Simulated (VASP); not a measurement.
Wanted: the native input for a VASP 6.6.1 run.

| Quantity | Value |
| --- | --- |
| Task | electric field gradients |
| Functional | PBE |
| Potentials or basis | VASP PAW PBE potentials, release 64 (C) |
| Cutoff | 520 eV |
| k mesh | 12 × 12 × 7 |
| Occupations | fermi-dirac, width 0.01 eV |
| Spin | no spin polarisation |
| Dipole correction | no |
| Further INCAR settings | ALGO = Normal; EDIFF = 1e-08; NBANDS = 16 |

The structure of C lies in POSCAR:

```
C
1.0
    2.5033028199      0.0000000000      0.0000000000
   -1.2516514100      2.1679238354      0.0000000000
    0.0000000000      0.0000000000      4.1689688100
C
4
Direct
    0.3333333333      0.6666666667      0.0628053500
    0.6666666667      0.3333333333      0.5628053500
    0.6666666667      0.3333333333      0.9371946500
    0.3333333333      0.6666666667      0.4371946500
```

One way to write it, as run:

INCAR

```
PREC     = Accurate       # precision mode
ENCUT    = 520            # plane-wave cutoff, eV
EDIFF    = 1E-8           # SCF threshold, eV
ISMEAR   = -1             # smearing method
SIGMA    = 0.01           # smearing width, eV
LREAL    = False          # projectors in reciprocal space
LASPH    = True           # aspherical terms in the spheres
NELM     = 100            # most SCF steps
ALGO     = Normal         # electronic algorithm
ISIF     = 2              # what is computed and relaxed
LWAVE    = False          # write WAVECAR
LCHARG   = False          # write CHGCAR
GGA      = PE             # functional
LEFG     = True         
NBANDS   = 16             # bands
```

KPOINTS

```
Automatic mesh
0
Gamma
  12 12 7
```

Potentials or basis: VASP PAW PBE potentials, release 64 (C).

Launch:

```sh
$ cat potpaw_PBE.64/C/POTCAR > POTCAR
$ mpirun -np 1 vasp_std > vasp.out
```

Results of the run:

```
Pressure               : 4.8 GPa
Largest force          : 0.007 eV/Å
Band gap on the k mesh : 3.30 eV, indirect (least direct gap 4.98 eV)
```

Caveat: an odd mesh through Γ misses points on the zone boundary, where band edges often lie.

Wall time 11 s on 1 thread of Intel(R) Xeon(R) 6975P-C (Granite Rapids), with other jobs on the host, peak memory 0.13 GiB.
